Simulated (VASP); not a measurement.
The system is CsSi2.

```
Cs Si
1.0
     6.37157    0.00000    0.00000
    -3.18578    5.51794    0.00000
     0.00000    0.00000    4.47866
Cs Si
1 2
Cartesian
  0.0000 0.0000 0.0000
  3.1858 1.8393 1.1214
  3.1858 1.8393 3.3572
```

The cell was built by a generator and needn't be a form met in nature.

```yaml
Program: VASP 6.6.1
Task: relaxation of cell and atoms
Functional: revPBE
Potentials_or_basis: VASP PAW PBE potentials, release 64 (Cs_sv, Si)
Cutoff: 600 eV
k_mesh: 5 × 5 × 6
Occupations: fermi-dirac, width 0.05 eV
Spin: no spin polarisation
```

At the start: pressure -0.2 GPa; volume 52.49 Å³/atom.

Q: How do energy, volume and symmetry change on relaxing?

A: Over 16 steps the energy falls by 11.7 meV/atom and the volume is 53.72 Å³/atom (+2.3 %); space group P-6m2 (No. 187, to 0.05 Å).

The path:
```tsv
step	energy change (eV)	largest force (eV/Å)	pressure (GPa)	volume (Å³)
1	0.0000	0.1472	-0.18	157.46
2	-0.0271	0.3492	0.26	156.09
3	-0.0271	0.3351	0.23	156.13
4	-0.0282	0.2365	0.51	157.32
5	-0.0311	0.0401	0.36	156.79
6	-0.0332	0.1690	-0.01	159.52
7	-0.0336	0.1148	0.08	158.77
8	-0.0348	0.0249	0.00	160.14
9	-0.0348	0.0611	-0.02	160.50
10	-0.0352	0.0235	0.05	161.03
11	-0.0352	0.0328	0.03	160.90
12	-0.0352	0.0321	0.00	161.22
13	-0.0352	0.0080	0.01	161.10
14	-0.0352	0.0064	0.01	161.09
15	-0.0352	0.0049	0.01	161.09
16	-0.0352	0.0028	0.00	161.15
```

Final structure:
```
CELL_PARAMETERS angstrom
6.51734 -0.00003 0.00000
-3.25869 5.64416 0.00000
0.00000 0.00000 4.38088
ATOMIC_POSITIONS crystal
Cs 0.00000 0.00000 0.00000
Si 0.66667 0.33333 0.25001
Si 0.66667 0.33333 0.74999
```

Caveat: the PAW data sets were made with another functional, which shifts forces and pressure a little.
